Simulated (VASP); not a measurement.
Here is the system:

```
Ag2O
1.0
    4.72150     0.00000     0.00000
    0.00000     4.72150     0.00000
    0.00000     0.00000     4.72150
Ag O
4 2
Direct
  0.75000   0.25000   0.75000
  0.25000   0.75000   0.75000
  0.75000   0.75000   0.25000
  0.25000   0.25000   0.25000
  0.00000   0.00000   0.00000
  0.50000   0.50000   0.50000
```

Method: vdW-DF-cx, VASP's PBE PAW potentials (set 64) (plane waves; VASP). Settings: 520 eV cut-off, Gaussian smearing of 0.050 eV, potentials Ag O.

Problem. Give the energies of bands 18 to 31 at the high-symmetry points, in eV from the valence-band maximum.

Solution. 
```json
[
 {"band": "18", "Γ": "-3.00", "X": "-3.13", "M": "-3.33", "R": "-3.02"},
 {"band": "19", "Γ": "-3.00", "X": "-2.98", "M": "-3.08", "R": "-3.02"},
 {"band": "20", "Γ": "-2.80", "X": "-2.98", "M": "-3.08", "R": "-2.79"},
 {"band": "21", "Γ": "-2.80", "X": "-2.74", "M": "-2.97", "R": "-2.79"},
 {"band": "22", "Γ": "-2.80", "X": "-2.74", "M": "-2.97", "R": "-2.79"},
 {"band": "23", "Γ": "-2.62", "X": "-2.65", "M": "-2.00", "R": "-2.70"},
 {"band": "24", "Γ": "-2.62", "X": "-2.65", "M": "-2.00", "R": "-2.70"},
 {"band": "25", "Γ": "-2.62", "X": "-1.61", "M": "-1.62", "R": "-1.74"},
 {"band": "26", "Γ": "0.00", "X": "-1.61", "M": "-1.62", "R": "-0.70"},
 {"band": "27", "Γ": "0.00", "X": "-0.48", "M": "-0.83", "R": "-0.70"},
 {"band": "28", "Γ": "0.00", "X": "-0.48", "M": "-0.83", "R": "-0.70"},
 {"band": "29", "Γ": "0.04", "X": "2.09", "M": "2.09", "R": "2.54"},
 {"band": "30", "Γ": "1.99", "X": "2.09", "M": "2.09", "R": "2.54"},
 {"band": "31", "Γ": "1.99", "X": "4.72", "M": "3.74", "R": "2.54"}
]
```

The gap is direct, 0.04 eV, from the valence maximum at Γ to the conduction minimum at Γ.

The compound is Ag2O in the cuprite structure. It was relaxed first.
